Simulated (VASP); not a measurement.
Output of a VASP run:

**OSZICAR**
```
       N       E                     dE             d eps       ncg     rms          rms(c)
DAV:   1     0.957531735009E+02    0.95753E+02   -0.70762E+03   443   0.121E+03
DAV:   2     0.199905959173E+01   -0.93754E+02   -0.86857E+02   471   0.276E+02
DAV:   3    -0.678764339969E+01   -0.87867E+01   -0.87265E+01   549   0.833E+01
DAV:   4    -0.697583583633E+01   -0.18819E+00   -0.18803E+00   494   0.133E+01
DAV:   5    -0.698037840556E+01   -0.45426E-02   -0.45422E-02   568   0.200E+00    0.214E+00
DAV:   6    -0.678328947372E+01    0.19709E+00   -0.39911E-01   497   0.418E+00    0.161E+00
DAV:   7    -0.677142921545E+01    0.11860E-01   -0.92114E-02   539   0.202E+00    0.108E+00
DAV:   8    -0.677729313213E+01   -0.58639E-02   -0.10048E-02   449   0.106E+00    0.250E-01
DAV:   9    -0.677723742881E+01    0.55703E-04   -0.19558E-04   548   0.136E-01    0.139E-01
DAV:  10    -0.677739593190E+01   -0.15850E-03   -0.34555E-04   473   0.162E-01    0.532E-02
DAV:  11    -0.677738745969E+01    0.84722E-05   -0.19766E-05   512   0.431E-02    0.108E-02
DAV:  12    -0.677738781291E+01   -0.35322E-06   -0.17257E-06   464   0.137E-02
   1 F= -.67773878E+01 E0= -.67773878E+01  d E =-.677739E+01
```

**OUTCAR**
```
------------------------ aborting loop because EDIFF is reached ----------------------------------------
  FORCE on cell =-STRESS in cart. coord.  units (eV):
  Direction    XX          YY          ZZ          XY          YZ          ZX
  --------------------------------------------------------------------------------------
  Total        0.0162959      0.0162959      0.0162959      0.0000000      0.0000000      0.0000000
  in kB        0.5685759      0.5685759      0.5685759      0.0000000      0.0000000      0.0000000
  external PRESSURE =       0.5685759 kB  Pullay stress =       0.0000000 kB
  volume of cell :       45.92
      direct lattice vectors                 reciprocal lattice vectors
     0.000000000  2.842215463  2.842215463    -0.175919105  0.175919105  0.175919105
     2.842215463  0.000000000  2.842215463     0.175919105 -0.175919105  0.175919105
     2.842215463  2.842215463  0.000000000     0.175919105  0.175919105 -0.175919105
  FREE ENERGIE OF THE ION-ELECTRON SYSTEM (eV)
  ---------------------------------------------------
  free  energy   TOTEN  =        -6.7773878129 eV

  energy  without entropy=       -6.7773878129  energy(sigma->0) =       -6.77738781

 reached required accuracy - stopping structural energy minimisation
```
(Selected blocks of OUTCAR.)

**POSCAR**
```
NaCl
1
    0.0000000000     2.8422154629     2.8422154629
    2.8422154629     0.0000000000     2.8422154629
    2.8422154629     2.8422154629    -0.0000000000
Na Cl
1 1
Direct
  0.0000000000   0.0000000000   0.0000000000
  0.5000000000   0.5000000000   0.5000000000
```

Q: Write an INCAR and KPOINTS that could have produced this output.

A: This is not unique; one that fits is the input of the run itself, PBE GGA, plane waves, VASP's PBE PAW potentials (set 64).

### KPOINTS
```
Automatic mesh
0
G
7 7 7
0 0 0
```

**INCAR**
```
SYSTEM  =  NaCl
PREC  =  Accurate; ENCUT  =  480; LREAL  =  .FALSE.
LASPH  =  .TRUE.
EDIFF  =  1E-6; NELM  =  100; ALGO  =  Normal
ISMEAR  =  0; SIGMA  =  0.05
GGA  =  PE
IBRION  =  2; NSW  =  60; ISIF  =  3
EDIFFG  =  -0.01
LWAVE  =  .FALSE.; LCHARG  =  .FALSE.
```

POTCAR, in this order: Na_pv Cl (PBE.64 set). Program: vasp_std.

The compound is NaCl in the rock salt structure. It was relaxed first. The start is the result of an earlier pass.
